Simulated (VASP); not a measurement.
Given:

```yaml
crystal:
  lattice:
    - [1.77000, -3.06573, 0.00000]
    - [1.77000, 3.06573, 0.00000]
    - [0.00000, 0.00000, 6.01000]
  atoms:
    - { symbol: Ti, position: [0.00000, 0.00000, 0.00000] }
    - { symbol: Se, position: [0.33333, 0.66667, 0.25500] }
    - { symbol: Se, position: [0.66667, 0.33333, 0.74500] }
```

Calculation: PBE GGA, VASP's PBE PAW potentials (set 64) (plane waves; VASP 6.6.1). Numerical set-up: 400 eV cut-off, 5×5×3 Γ-centred mesh, first-order Methfessel-Paxton smearing of 0.10 eV, potentials Ti_sv Se.

Gaps are read on the run's mesh, which can miss a band edge.

Question: Estimate the energy per atom (σ→0), pressure, band gap (on the k-mesh) with the smallest direct gap where there is one.

Answer: 
```yaml
band gap (on the k-mesh): none (metal, semimetal or under 0.01 eV)
energy per atom (σ→0): -6.046 eV/atom
pressure: 10.5 kbar
```

The absolute energy has meaning only against runs of the same code, potentials and settings.

The compound is TiSe2 in the 1T layered structure. The cell was not relaxed at this level. The k-mesh is coarse (spacing up to 0.41 per Å, 2π included), so the numbers may not be converged in it. The run is one of a series of settings (KPOINTS 5×5×3 Γ-centred mesh against the base run), some of them coarse on purpose.
